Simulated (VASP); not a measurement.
Method: PBE GGA, VASP's PBE PAW potentials (set 64) (plane waves; VASP 6.6.1).

A VASP calculation is set up with these files.

File POSCAR:
```
ZrB2
3.1692640
  0.4999998822  -0.8660253479   0.0000000000
  0.4999998822   0.8660253479   0.0000000000
  0.0000000000   0.0000000000   1.1191638279
Zr B
1 2
direct
  0.0000000000   1.0000000000   0.0000000000
  0.3333330000   0.6666670000   0.5000000000
  0.6666670000   0.3333330000   0.5000000000
```

### KPOINTS
```
Regular mesh
0
Gamma
 12 12 10
0 0 0
```

### INCAR
```
ALGO = Normal   ! blocked Davidson
LORBIT = 11
NELM = 100   ! most electronic steps
LASPH = .TRUE.
GGA = PE
ENCUT = 520   ! plane-wave cut-off (eV)
LEFG = .TRUE.
PREC = Accurate
LMAXMIX = 4   ! l cut-off of mixed one-centre charges
EDIFF = 1E-7   ! SCF stop (eV)
NEDOS = 601   ! DOS grid
LCHARG = .TRUE.
ISIF = 2
LWAVE = .FALSE.
ISMEAR = -5
LREAL = .FALSE.   ! projection in real space or not
SYSTEM = ZrB2
```

POTCAR, in this order: Zr_sv B (PBE.64 set). Program: vasp_std.

Task: What will the output report for the number of irreducible k-points (NKPTS), number of bands (NBANDS), largest plane-wave count, number of space-group operations, FFT grid (NGX, NGY, NGZ)?

Result: 
```json
{
 "number of irreducible k-points (NKPTS)": "114",
 "number of bands (NBANDS)": "13",
 "largest_plane_wave_count": "852",
 "number_of_space_group_operations": "24",
 "FFT grid (NGX, NGY, NGZ)": "24 × 24 × 28"
}
```

The compound is ZrB2 in the AlB2 type structure. It was relaxed first.
